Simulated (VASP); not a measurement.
# Lattice vibrations of Rb2Re, part 2 of 2

Wanted: whether Rb2Re is dynamically stable, and its vibrational spectrum. The cell is generated by rule, not measured, and may not be a known phase.

VASP 6.6.1; r2SCAN; plane waves and PAW (Rb_sv, Re); invented cell.

Still holding for the runs below: The k-mesh is coarse for a metal.

So far. Step 2 (Relax the host): The run ended after 4 ionic steps, 0.273 eV below its first step, once forces and stress met EDIFFG = -0.02. The relaxed cell has a = 8.101 Å (conventional setting).

## 3. Tight relaxation

Force constants are second derivatives, so residual forces and stress must first be far smaller than in an ordinary relaxation. Smearing and mesh differ from the relaxation before, which can move the cell too.

INCAR

```
SYSTEM = Rb2Re
PREC = Accurate
ENCUT = 350
EDIFF = 1E-08
NELM = 120
ISMEAR = 1
SIGMA = 0.2
LREAL = .FALSE.
ALGO = Normal
METAGGA = R2SCAN
LASPH = .TRUE.
NBANDS = 18
LORBIT = 11
LWAVE = .FALSE.
LCHARG = .FALSE.
KPAR = 4
IBRION = 1
NSW = 30
ISIF = 3
EDIFFG = -0.002
POTIM = 0.4
```

POSCAR

```
Rb2Re
1.0
    0.0000000000      4.0507430374      4.0507430374
    4.0507430374      0.0000000000      4.0507430374
    4.0507430374      4.0507430374      0.0000000000
Rb Re
2 1
Direct
    0.2500000000      0.2500000000      0.2500000000
    0.7500000000      0.7500000000      0.7500000000
    0.0000000000      0.0000000000      0.0000000000
```

KPOINTS

```
Automatic mesh
0
Gamma
7 7 7
0 0 0
```

The projector-augmented-wave data sets are Rb_sv and Re (PBE family, release 64).

Started as:

```sh
> mpirun -np 4 vasp_std
```

Output:

```text
[banner, memory and clock lines left out]
running    4 mpi-ranks, on    1 nodes
 distrk:  each k-point on    1 cores,    4 groups
 distr:  one band on    1 cores,    1 groups

 POSCAR found type information on POSCAR RbRe
 POSCAR found :  2 types and       3 ions
 [... a notice as in an earlier step ...]

 LDA part: xc-table for (None), standard interpolation
 POSCAR, INCAR and KPOINTS ok, starting setup
 FFT: planning ... GRIDC
 FFT: planning ... GRID_SOFT
 FFT: planning ... GRID
 WAVECAR not read
 entering main loop
       N       E                     dE             d eps       ncg     rms          rms(c)
DAV:   1     0.375300766102E+02    0.37530E+02   -0.91697E+03  1102   0.964E+02
DAV:   2    -0.710749393616E+02   -0.10861E+03   -0.10625E+03  1344   0.304E+02
DAV:   3    -0.790522572650E+02   -0.79773E+01   -0.78373E+01  1216   0.658E+01
DAV:   4    -0.802468434225E+02   -0.11946E+01   -0.11903E+01  1352   0.124E+01
DAV:   5    -0.802792992309E+02   -0.32456E-01   -0.32170E-01  1040   0.257E+00    0.385E+00
DAV:   6    -0.724123549353E+02    0.78669E+01   -0.25522E+00  1320   0.859E+00    0.286E+00
DAV:   7    -0.723570345237E+02    0.55320E-01   -0.38529E-01  1096   0.491E+00    0.292E+00
DAV:   8    -0.724387989888E+02   -0.81764E-01   -0.24540E-01  1280   0.209E+00    0.198E+00
DAV:   9    -0.724789942720E+02   -0.40195E-01   -0.12469E-01  1280   0.327E+00    0.101E+00
DAV:  10    -0.725131723192E+02   -0.34178E-01   -0.66142E-02  1124   0.126E+00    0.199E-01
DAV:  11    -0.725136930409E+02   -0.52072E-03   -0.12473E-03  1200   0.355E-01    0.656E-02
DAV:  12    -0.725138013397E+02   -0.10830E-03   -0.15316E-04   932   0.116E-01    0.241E-02
DAV:  13    -0.725138183405E+02   -0.17001E-04   -0.15863E-04  1144   0.813E-02    0.109E-02
DAV:  14    -0.725138169111E+02    0.14293E-05   -0.77950E-06  1160   0.190E-02    0.819E-03
DAV:  15    -0.725138166982E+02    0.21296E-06   -0.99598E-07  1048   0.436E-03    0.469E-03
DAV:  16    -0.725138167310E+02   -0.32851E-07   -0.16229E-06   992   0.114E-02    0.121E-03
DAV:  17    -0.725138168659E+02   -0.13486E-06   -0.59982E-08   864   0.271E-03    0.492E-04
DAV:  18    -0.725138169314E+02   -0.65481E-07   -0.11425E-08   560   0.160E-03    0.427E-04
DAV:  19    -0.725138169277E+02    0.36741E-08   -0.90583E-09   496   0.237E-03
   1 F= -.72513817E+02 E0= -.72501554E+02  d E =-.725138E+02
 BRION: g(F)=  0.190E-48 g(S)=  0.870E-03
 bond charge predicted
       N       E                     dE             d eps       ncg     rms          rms(c)
DAV:   1    -0.725193361411E+02   -0.55192E-02   -0.14918E-01  1084   0.819E+00    0.456E-01
DAV:   2    -0.725156068701E+02    0.37293E-02   -0.28904E-02  1172   0.171E+00    0.229E-01
DAV:   3    -0.725147977946E+02    0.80908E-03   -0.47298E-03  1158   0.625E-01    0.883E-02
DAV:   4    -0.725145047511E+02    0.29304E-03   -0.17036E-03  1060   0.375E-01    0.466E-02
DAV:   5    -0.725145218290E+02   -0.17078E-04   -0.26410E-04  1190   0.205E-01    0.184E-02
DAV:   6    -0.725145237810E+02   -0.19521E-05   -0.34826E-05  1152   0.590E-02    0.151E-02
DAV:   7    -0.725145212448E+02    0.25362E-05   -0.12538E-05  1144   0.272E-02    0.303E-03
DAV:   8    -0.725145215237E+02   -0.27889E-06   -0.12593E-06   974   0.464E-03    0.103E-03
DAV:   9    -0.725145214677E+02    0.55990E-07   -0.11002E-07   812   0.291E-03    0.333E-04
DAV:  10    -0.725145213997E+02    0.68039E-07   -0.13213E-08   580   0.269E-03    0.171E-04
DAV:  11    -0.725145214332E+02   -0.33565E-07   -0.58677E-09   444   0.109E-03    0.141E-04
DAV:  12    -0.725145214258E+02    0.74360E-08   -0.38722E-09   426   0.252E-03
   2 F= -.72514521E+02 E0= -.72502090E+02  d E =-.704498E-03
 BRION: g(F)=  0.149E-48 g(S)=  0.337E-03 retain N=  1 mean eig= 2.66
 eig:   2.656
 bond charge predicted
       N       E                     dE             d eps       ncg     rms          rms(c)
DAV:   1    -0.725281068663E+02   -0.13585E-01   -0.40556E-01  1080   0.134E+01    0.748E-01
DAV:   2    -0.725179344490E+02    0.10172E-01   -0.78909E-02  1166   0.283E+00    0.377E-01
DAV:   3    -0.725157278346E+02    0.22066E-02   -0.13278E-02  1164   0.104E+00    0.147E-01
DAV:   4    -0.725149188347E+02    0.80900E-03   -0.47751E-03  1064   0.629E-01    0.793E-02
DAV:   5    -0.725149676203E+02   -0.48786E-04   -0.72241E-04  1168   0.328E-01    0.295E-02
DAV:   6    -0.725149796831E+02   -0.12063E-04   -0.10833E-04  1188   0.104E-01    0.245E-02
DAV:   7    -0.725149742881E+02    0.53951E-05   -0.39449E-05  1174   0.490E-02    0.502E-03
DAV:   8    -0.725149749346E+02   -0.64651E-06   -0.34846E-06   972   0.829E-03    0.151E-03
DAV:   9    -0.725149748692E+02    0.65406E-07   -0.28233E-07  1100   0.389E-03    0.462E-04
DAV:  10    -0.725149747984E+02    0.70802E-07   -0.22632E-08   686   0.110E-03    0.312E-04
DAV:  11    -0.725149747964E+02    0.19916E-08   -0.26546E-09   466   0.129E-03
   3 F= -.72514975E+02 E0= -.72502268E+02  d E =-.453371E-03
 BRION: g(F)=  0.505E-48 g(S)=  0.861E-07 retain N=  1 mean eig= 2.70
 eig:   2.700
 reached required accuracy - stopping structural energy minimisation
```

It took 4.5 min on 4 MPI ranks of AMD EPYC 7R43, shared host; peak memory 0.8 GiB.

OUTCAR, selected parts (step 3):

```text
  LATTYP: Found a face centered cubic cell.
 ALAT       =     8.1014860748

The static configuration has the point symmetry O_h .

 Found     20 irreducible k-points:

   k-points           NKPTS =     20   k-points in BZ     NKDIM =     20   number of bands    NBANDS=     18

   ENCUT  =  350.0 eV  25.72 Ry    5.07 a.u.   8.74  8.74  8.74*2*pi/ulx,y,z

   NELECT =      25.0000    total number of electrons

 E-fermi :   0.7909

 k-point     1 :       0.0000    0.0000    0.0000
  band No.  band energies     occupation
    ...
      7     -11.3946      2.00000
      8     -11.3946      2.00000
      9      -2.3808      2.00000
     10       0.3185      2.00420
     11       0.3186      2.00421
     12       0.9639     -0.00981
     13       0.9639     -0.00981
     14       0.9640     -0.00999
     15       2.7284     -0.00000
     16       2.7284     -0.00000
    ...

 k-point     2 :       0.1429    0.0000    0.0000
  band No.  band energies     occupation
    ...
      7     -11.4102      2.00000
      8     -11.4102      2.00000
      9      -2.2140      2.00000
     10       0.3373      2.00613
     11       0.3374      2.00614
     12       0.9069      0.17822
     13       0.9497      0.02303
     14       0.9497      0.02287
     15       2.3291     -0.00000
     16       2.8546     -0.00000
    ...

  Total        0.0014939      0.0014939      0.0014939      0.0000000      0.0000000      0.0000000
  in kB        0.0177314      0.0177314      0.0177314      0.0000000      0.0000000      0.0000000
  external PRESSURE =       0.0177314 kB  Pullay stress =       0.0000000 kB

  energy-cutoff  :      350.00
  volume of cell :      134.99
      direct lattice vectors                 reciprocal lattice vectors
    -0.000000000  4.071527973  4.071527973    -0.122804019  0.122804019  0.122804019
     4.071527973  0.000000000  4.071527973     0.122804019 -0.122804019  0.122804019
     4.071527973  4.071527973 -0.000000000     0.122804019  0.122804019 -0.122804019

 POSITION                                       TOTAL-FORCE (eV/Angst)
 -----------------------------------------------------------------------------------
      2.03576      2.03576      2.03576         0.000000      0.000000      0.000000
      6.10729      6.10729      6.10729        -0.000000     -0.000000     -0.000000
      0.00000     -0.00000     -0.00000        -0.000000     -0.000000     -0.000000
 -----------------------------------------------------------------------------------
    total drift:                                0.000000      0.000000      0.000000

  FREE ENERGIE OF THE ION-ELECTRON SYSTEM (eV)
  ---------------------------------------------------
  free  energy   TOTEN  =       -72.5149747964 eV

  energy  without entropy=      -72.4768552640  energy(sigma->0) =      -72.50226829

 total charge
# of ion       s       p       d       tot
------------------------------------------
    1        1.958   5.372   0.047   7.376
    2        1.958   5.372   0.047   7.376
    3        0.671   0.016   4.825   5.513
--------------------------------------------------
tot          4.588  10.759   4.918  20.266

[... 3 parts as in an earlier step ...]

[... 7 further parts left out ...]
```

CONTCAR:

```
Rb2Re
   1.00000000000000
    -0.0000000000000000    4.0715279732371661    4.0715279732371661
     4.0715279732371661    0.0000000000000000    4.0715279732371661
     4.0715279732371661    4.0715279732371661   -0.0000000000000000
  Rb              Re
     2     1
Direct
     0.2500000000000000    0.2500000000000000    0.2500000000000000
     0.7500000000000000    0.7500000000000000    0.7500000000000000
    -0.0000000000000000   -0.0000000000000000    0.0000000000000000
```

Step by step:

```tsv
step	energy less that of the first step (eV)	largest force (eV/Å)	pressure (GPa)	volume (Å³)
1	0.0000	0.0000	0.18	132.93
2	-0.0007	0.0000	0.11	133.71
3	-0.0012	0.0000	0.00	134.99
```

```tsv
conventional cell, symmetrised	before	after	change
a (Å)	8.101	8.143	+0.5 %
b (Å)	8.101	8.143	+0.5 %
c (Å)	8.101	8.143	+0.5 %
volume (Å³/atom)	44.31	45.00	+1.5 %
```

Final coordinates:

```xyz
3
Lattice="0.0000 4.0715 4.0715 4.0715 0.0000 4.0715 4.0715 4.0715 0.0000" Properties=species:S:1:pos:R:3 pbc="T T T"
Rb    2.0358    2.0358    2.0358
Rb    6.1073    6.1073    6.1073
Re    0.0000    0.0000    0.0000
```

This step gave:

* electronic cycles: 42
* free energy (TOTEN): -72.5150 eV
* energy at zero smearing: -72.5023 eV
* Fermi energy: 0.7909 eV
* pressure: 0.001773 GPa

The run ended after 3 ionic steps, 0.001 eV below its first step, once forces and stress met EDIFFG = -0.002.

## 4. Force constants in the supercell

System of this step: Rb2Re. Symmetry: Fm-3m, No. 225, cubic system. The conventional cell has a = 8.143 Å, b = 8.143 Å, c = 8.143 Å, α = 90.00°, β = 90.00°, γ = 90.00°. Nearest to Rb lie 4 Re at 3.53 Å. Re has 8 Rb at 3.53 Å nearest. Farther neighbours are not listed.

Each independent atom is moved by 0.015 Å both ways; the forces give the force constants out to half the supercell.

INCAR

```
SYSTEM = Rb2Re
PREC = Accurate
ENCUT = 350
EDIFF = 1E-07
NELM = 120
ISMEAR = 1
SIGMA = 0.2
LREAL = .FALSE.
ALGO = Normal
METAGGA = R2SCAN
LASPH = .TRUE.
NBANDS = 124
LWAVE = .FALSE.
LCHARG = .FALSE.
KPAR = 4
IBRION = 6
NSW = 1
NFREE = 2
POTIM = 0.015
ISIF = 0
ADDGRID = .TRUE.
```

POSCAR

```
Rb2Re
1.0
    0.0000000000      8.1430559464      8.1430559464
    8.1430559464      0.0000000000      8.1430559464
    8.1430559464      8.1430559464      0.0000000000
Rb Re
16 8
Direct
    0.1250000000      0.1250000000      0.1250000000
    0.1250000000      0.1250000000      0.6250000000
    0.1250000000      0.6250000000      0.1250000000
    0.1250000000      0.6250000000      0.6250000000
    0.6250000000      0.1250000000      0.1250000000
    0.6250000000      0.1250000000      0.6250000000
    0.6250000000      0.6250000000      0.1250000000
    0.6250000000      0.6250000000      0.6250000000
    0.3750000000      0.3750000000      0.3750000000
    0.3750000000      0.3750000000      0.8750000000
    0.3750000000      0.8750000000      0.3750000000
    0.3750000000      0.8750000000      0.8750000000
    0.8750000000      0.3750000000      0.3750000000
    0.8750000000      0.3750000000      0.8750000000
    0.8750000000      0.8750000000      0.3750000000
    0.8750000000      0.8750000000      0.8750000000
    0.0000000000      0.0000000000      0.0000000000
    0.0000000000      0.0000000000      0.5000000000
    0.0000000000      0.5000000000      0.0000000000
    0.0000000000      0.5000000000      0.5000000000
    0.5000000000      0.0000000000      0.0000000000
    0.5000000000      0.0000000000      0.5000000000
    0.5000000000      0.5000000000      0.0000000000
    0.5000000000      0.5000000000      0.5000000000
```

KPOINTS

```
Automatic mesh
0
Gamma
4 4 4
0 0 0
```

Started as:

```sh
> mpirun -np 4 vasp_std
```

Output:

```text
[banner, memory and clock lines left out]
running    4 mpi-ranks, on    1 nodes
[...]
|                                                                             |
|               ----> ADVICE to this user running VASP <----                  |
|                                                                             |
|     You have a (more or less) 'large supercell' and for larger cells it     |
|     might be more efficient to use real-space projection operators.         |
|     Therefore, try LREAL= Auto in the INCAR file.                           |
|     Mind: For very accurate calculation, you might also keep the            |
|     reciprocal projection scheme (i.e. LREAL=.FALSE.).                      |
|                                                                             |

 [... a notice as in an earlier step ...]

 LDA part: xc-table for (None), standard interpolation
 POSCAR, INCAR and KPOINTS ok, starting setup
[...]
entering main loop
       N       E                     dE             d eps       ncg     rms          rms(c)
DAV:   1     0.125652341958E+04    0.12565E+04   -0.62440E+04  3016   0.118E+03
DAV:   2    -0.227463828850E+03   -0.14840E+04   -0.14082E+04  3872   0.997E+02
DAV:   3    -0.554441543963E+03   -0.32698E+03   -0.30848E+03  3304   0.523E+02
DAV:   4    -0.624621402021E+03   -0.70180E+02   -0.67409E+02  3616   0.120E+02
[...]
DAV:  26    -0.580128556104E+03    0.62285E-06   -0.11816E-07  1384   0.436E-03    0.678E-03
DAV:  27    -0.580128557048E+03   -0.94369E-06   -0.19840E-07  1416   0.261E-03    0.125E-03
DAV:  28    -0.580128557051E+03   -0.24665E-08   -0.27077E-07  1312   0.383E-03
   1 F= -.58012856E+03 E0= -.58002675E+03  d E =-.305410E+00
 Found     2 degrees of freedom:
 Finite differences POTIM= 0.01500 DOF=   2
[...]
N       E                     dE             d eps       ncg     rms          rms(c)
DAV:   1    -0.580123575941E+03    0.49811E-02   -0.45626E-01  5052   0.144E+00    0.260E-01
DAV:   2    -0.580245739219E+03   -0.12216E+00   -0.25811E-01  7632   0.282E+00    0.579E+00
DAV:   3    -0.580304139539E+03   -0.58400E-01   -0.14900E+00  7352   0.254E+00    0.866E+00
DAV:   4    -0.580632523167E+03   -0.32838E+00   -0.31781E+00  6888   0.402E+00    0.128E+01
[...]
DAV:  10    -0.581891357658E+03    0.26707E+00   -0.26561E+01  6944   0.108E+01    0.221E+01
DAV:  11    -0.582610126699E+03   -0.71877E+00   -0.27799E+01  6884   0.111E+01    0.230E+01
DAV:  12    -0.581835205624E+03    0.77492E+00   -0.25410E+01  6904   0.110E+01    0.221E+01
```

The job ended after 2.3 h (4 MPI ranks).

The run was stopped at its time limit, so it gives no result of its own.

## 5. What came out

```
result : none
```

The session ends without its result: «force constants in the supercell» met its time limit.

[Lines on the potential files, build, host, timing and source positions are cut from VASP's logs without a mark.]

[Logs are printed without paths, hosts, clocks, repeated set-up lines and the standing remarks that a program may print on its own settings, such as how far it seeks lower states.]

[Hosts, paths, dates, database ids (printed as entryN), source tags and the programs' standing remarks are cut or masked in the printed files.]

[Runs that stopped without an error message from VASP are left out.]
